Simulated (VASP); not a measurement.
Here is the system:

```yaml
crystal:
  lattice:
    - [5.52815, 0.00000, 0.00000]
    - [0.00000, 5.52815, 0.00000]
    - [0.00000, 0.00000, 5.52815]
  atoms:
    - { symbol: Cs, position: [0.00000, 0.00000, 0.00000] }
    - { symbol: Pb, position: [0.50000, 0.50000, 0.50000] }
    - { symbol: Cl, position: [0.50000, 0.00000, 0.50000] }
    - { symbol: Cl, position: [0.00000, 0.50000, 0.50000] }
    - { symbol: Cl, position: [0.50000, 0.50000, 0.00000] }
```

Method: LDA (Ceperley-Alder, Perdew-Zunger), VASP's LDA PAW potentials (set 64) (plane waves; VASP). Run with 520 eV cut-off, Gaussian smearing of 0.050 eV, potentials Cs_sv Pb_d Cl.

Unless said otherwise, spin-orbit coupling is left out, though it shifts the bands of the heavy elements here.

**Question.** Give the energies of bands 13 to 25 at the high-symmetry points, in eV from the valence-band maximum.

**Answer.** 
```tsv
band	Γ	X	M	R
13	-6.84	-7.93	-8.28	-8.40
14	-5.16	-5.09	-4.93	-3.58
15	-5.16	-5.09	-3.88	-3.58
16	-5.16	-3.62	-3.21	-3.58
17	-2.97	-3.12	-3.21	-3.04
18	-2.97	-3.08	-3.19	-3.04
19	-2.97	-3.08	-3.19	-2.49
20	-2.84	-2.98	-3.04	-2.49
21	-2.84	-2.98	-2.51	-2.49
22	-2.84	-1.85	-0.90	0.00
23	2.74	2.77	2.20	1.52
24	3.69	4.17	2.20	1.52
25	3.69	4.72	4.66	1.52
```

The gap is direct, 1.52 eV, from the valence maximum at R to the conduction minimum at R.

The compound is CsPbCl3 in the cubic perovskite structure, the ideal cubic form; the compound distorts at low or room temperature. It was relaxed first.
